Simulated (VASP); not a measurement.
A cell of Ru (hcp) near equilibrium:

```
CELL_PARAMETERS angstrom
      1.34486    -2.32936     0.00000
      1.34486     2.32936     0.00000
      0.00000     0.00000     4.24213
ATOMIC_POSITIONS crystal
  Ru 0.33333 0.66667 0.25000
  Ru 0.66667 0.33333 0.75000
```

The numbers are results of PBEsol GGA, VASP's PBE PAW potentials (set 64) (plane waves; VASP), not measurements.

| run | ΔE (meV/atom) | σxx | σyy | σzz | largest shear component, with its sign (GPa) | largest force (eV/Å) |
|---|---|---|---|---|---|---|
| as it is | 0.0 | 0.86 | 0.86 | 0.81 | 0.00 | 0.000 |
| after one change | 53.8 | -19.78 | -9.53 | -22.12 | 0.00 | 0.098 |
Stress is in GPa, positive when the cell is compressed.

Problem. Which change was made?
A) isotropic strain of -1.0 %
B) isotropic strain of -3.0 %
C) uniaxial strain of +3.0 % along z
D) biaxial strain of +3.0 % in the xz plane

Solution. D, biaxial strain of +3.0 % in the xz plane

The compound is Ru in the hcp structure.
